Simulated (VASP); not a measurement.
```
CELL_PARAMETERS angstrom
      1.90617    -3.25280     0.00000
      1.90617     3.25280     0.00000
      0.00000     0.00000     4.96857
ATOMIC_POSITIONS crystal
  Pt 0.00000 0.00000 0.00000
  Se 0.33333 0.66667 0.25983
  Se 0.66667 0.33333 0.74017
```

The numbers are results of PBEsol GGA, VASP's PBE PAW potentials (set 64) (plane waves; VASP), not measurements. Run with 480 eV cut-off, 10×10×6 Γ-centred mesh, first-order Methfessel-Paxton smearing of 0.10 eV, potentials Pt Se.

Without a dispersion term in the relaxation, distances and binding between the weakly bound layers, chains or molecules are unreliable, and so is what depends on them.

### Question
Which forces act on the atoms, in eV/Å?

### Answer

```tsv
atom	Fx	Fy	Fz
Pt1	0.000	0.000	0.000
Se2	0.000	-0.050	-0.332
Se3	0.000	0.050	0.332
```

### Question
Give the stress tensor in GPa (positive for a compressed cell).

### Answer

```
-4.58   0.00   0.00
 0.00  -2.58  -0.54
 0.00  -0.54  -3.09
```
The pressure is its mean diagonal, -3.42 GPa.

The compound is PtSe2 in the 1T layered structure. This cell was strained or had an atom moved on purpose.
